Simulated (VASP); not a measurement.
```yaml
crystal:
  lattice:
    - [0.00000, 2.25350, 2.25350]
    - [2.25350, 0.00000, 2.25350]
    - [2.25350, 2.25350, 0.00000]
  atoms:
    - { symbol: Ga, position: [0.00720, 0.01427, 0.98139] }
    - { symbol: N, position: [0.74280, 0.73573, 0.76861] }
```

The numbers are results of PBE0 hybrid, VASP's PBE PAW potentials (set 64) (plane waves; VASP 6.6.1), not measurements. Run with 400 eV cut-off, 5×5×5 Γ-centred mesh, Gaussian smearing of 0.010 eV, potentials Ga_d N.

At this cut-off the stress carries a Pulay error, which pulls relaxed volumes low.

Q: Give the stress tensor in GPa (positive for a compressed cell).

A: 
```
-3.20  -5.19   2.45
-5.19  -3.53  -0.21
 2.45  -0.21  -4.43
```
The pressure is its mean diagonal, -3.72 GPa.

The structure comes from a computed database's GaN entry; how it stands against other phases isn't given here. The cell was not relaxed at this level, atoms are displaced from their ideal sites. The k-mesh is coarse (spacing up to 0.48 per Å, 2π included), so the numbers may not be converged in it.
